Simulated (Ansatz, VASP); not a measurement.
**YZn in VASP and in Ansatz**

INCAR

```
SYSTEM = YZn
PREC = Accurate
ENCUT = 600
EDIFF = 1E-7
ISMEAR = 0
SIGMA = 0.1
LREAL = .FALSE.
LASPH = .TRUE.
NELM = 100
ALGO = Normal
ISIF = 3
LWAVE = .FALSE.
LCHARG = .FALSE.
IBRION = 2
NSW = 100
EDIFFG = -0.005
```

File KPOINTS:

```
Automatic mesh
0
G
  12 12 12
  0 0 0
```

Contents of POSCAR:

```
YZn
1.0
    3.5600000000      0.0000000000      0.0000000000
    0.0000000000      3.5600000000      0.0000000000
    0.0000000000      0.0000000000      3.5600000000
Y Zn
1 1
Direct
    0.0000000000      0.0000000000      0.0000000000
    0.5000000000      0.5000000000      0.5000000000
```

Input for Ansatz:

```yaml
crystal:
  lattice:
    - [3.56, 0.0, 0.0]
    - [0.0, 3.56, 0.0]
    - [0.0, 0.0, 3.56]
  atoms:
    - { symbol: "Y", position: [0.0, 0.0, 0.0] }
    - { symbol: Zn, position: [0.5, 0.5, 0.5] }
basis:
  ecutwfc: 420
kpoints:
  mp_grid: { grid: [12, 12, 12] }
hamiltonian:
  xc: lda
scf:
  occupations: { method: gaussian, width: 0.1 }
output:
  forces: true
  stress: true
  eigenvalues: true
  write_density: true
  write_potential: true
  elf: true
  volumetric_format: npy
relax:
  adjacent_minimum: "off"
  f_tol: 0.005
  max_steps: 80
  cell: { stress_tol: 0.05 }
```

Alike in both runs: task relaxation of cell and atoms; functional LDA; k mesh 12 × 12 × 12; occupations gaussian, width 0.1 eV; no spin polarisation.

|  | VASP | Ansatz |
| --- | --- | --- |
| version | VASP 6.6.1 | Ansatz 0.2.0 |
| potentials or method | VASP PAW LDA potentials, release 64 (Y_sv, Zn) | scalar-relativistic, plane waves, PAW |
| plane-wave cutoff (eV) | 600 | 420 |
| valence electrons in the cell | 23 | 23 |

```tsv
	VASP	Ansatz	Ansatz less VASP
gap on the k mesh at the Fermi level, each at its own relaxed structure (eV)	none	none	-
relaxed volume (Å³/atom)	20.98	20.97	-0.010
relaxed cell length with the largest relative difference (Å)	3.475	3.474	-0.0005
energy change over the relaxation (meV/atom)	-24	-24	-0.5
```

A gap of «none» marks a metal or a gap that the smearing closes.

LDA usually gives volumes a few per cent too small. Zero-point motion and thermal expansion aren't in these numbers.
